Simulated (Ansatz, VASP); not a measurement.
**One calculation of Mg3NbO2, two programs**

```
Mg Nb O
1.0
     6.56242    0.00000    0.00000
    -3.28121    5.68322    0.00000
     0.00000    0.00000    3.13078
Mg Nb O
3 1 2
Direct
  0.50000 0.00000 0.50000
  0.00000 0.50000 0.50000
  0.50000 0.50000 0.50000
  0.00000 0.00000 0.50000
  0.33333 0.66667 0.50000
  0.66667 0.33333 0.50000
```

Alike in both runs: functional PBE; k mesh 3 × 3 × 6; occupations gaussian, width 0.1 eV; collinear spin.

Ansatz relaxed the structure, and its values are those at the end. VASP's run is a single point on that final structure, the one shown.

|  | VASP | Ansatz |
| --- | --- | --- |
| version | VASP 6.6.1 | Ansatz 0.2.0 |
| potentials or method | VASP PAW PBE potentials, release 64 (Mg, Nb_sv, O) | scalar-relativistic, plane waves, PAW |
| plane-wave cutoff (eV) | 520 | 420 |
| valence electrons in the cell | 31 | 55 |

|  | VASP | Ansatz | Ansatz less VASP |
| --- | --- | --- | --- |
| gap on the k mesh at the Fermi level (eV) | none | none | - |
| pressure (GPa) | -0.1 | 0.1 | +0.15 |
| net moment per atom (μB) | 0.61 | 0.61 | +0.001 |
| size of the moment on the site where the two differ most (μB) | 1.95 | 2.17 | +0.225 |

Site moments also hang on the region over which each program counts them. A gap of «none» marks a metal or a gap that the smearing closes. With one functional, cell and mesh, what is left measures potentials, basis and numerics. The two sets of potentials don't hold the same shells in valence.

Caveats: the k mesh is coarse (spacing up to 0.37 Å⁻¹), so the values aren't converged.
